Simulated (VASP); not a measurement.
All values below come from PW91 GGA, VASP's PBE PAW potentials (set 64) (plane waves; VASP).

VASP input:

KPOINTS:
```
Automatic mesh
0
Gamma
5 5 5
0 0 0
```

**POSCAR**
```
CsI
1
    4.6627402431     0.0000000000     0.0000000000
    0.0000000000     4.6627402431     0.0000000000
    0.0000000000     0.0000000000     4.6627402431
Cs I
1 1
Direct
  0.0000000000   0.0000000000   0.0000000000
  0.5000000000   0.5000000000   0.5000000000
```

**INCAR**
```
# general
SYSTEM =CsI
PREC   =Accurate
ENCUT  =520
LREAL  =.FALSE.
LASPH  =.TRUE.

# electronic loop
EDIFF  =1E-6
NELM   =100
ALGO   =Normal
LMAXMIX=4

# smearing
ISMEAR =0
SIGMA  =0.05

# functional
GGA    =91

# ions
IBRION =2
NSW    =60
ISIF   =3
EDIFFG =-0.01

# output
LWAVE  =.FALSE.
LCHARG =.FALSE.
```

POTCAR, in this order: Cs_sv I (PBE.64 set). Program: vasp_std.

**Question.** Estimate the energy per atom (σ→0).

**Answer.** 
* **energy per atom (σ→0)**: -2.750 eV/atom

**OSZICAR**
```
...
DAV:   6    -0.552396541184E+01    0.12792E+00   -0.17133E-01   264   0.196E+00    0.126E+00
DAV:   7    -0.549641450743E+01    0.27551E-01   -0.14617E-01   276   0.187E+00    0.581E-01
DAV:   8    -0.550001095043E+01   -0.35964E-02   -0.10406E-02   276   0.655E-01    0.887E-02
DAV:   9    -0.550050074729E+01   -0.48980E-03   -0.11110E-03   276   0.216E-01    0.854E-02
DAV:  10    -0.550059949508E+01   -0.98748E-04   -0.13668E-04   288   0.843E-02    0.129E-02
DAV:  11    -0.550059482213E+01    0.46729E-05   -0.38481E-05   292   0.294E-02    0.556E-03
DAV:  12    -0.550059571989E+01   -0.89776E-06   -0.46618E-06   288   0.148E-02
   1 F= -.55005957E+01 E0= -.55005957E+01  d E =-.550060E+01
```

The compound is CsI in the CsCl type structure. It was relaxed first, which changed the volume by +6 %. The start is the result of an earlier pass.
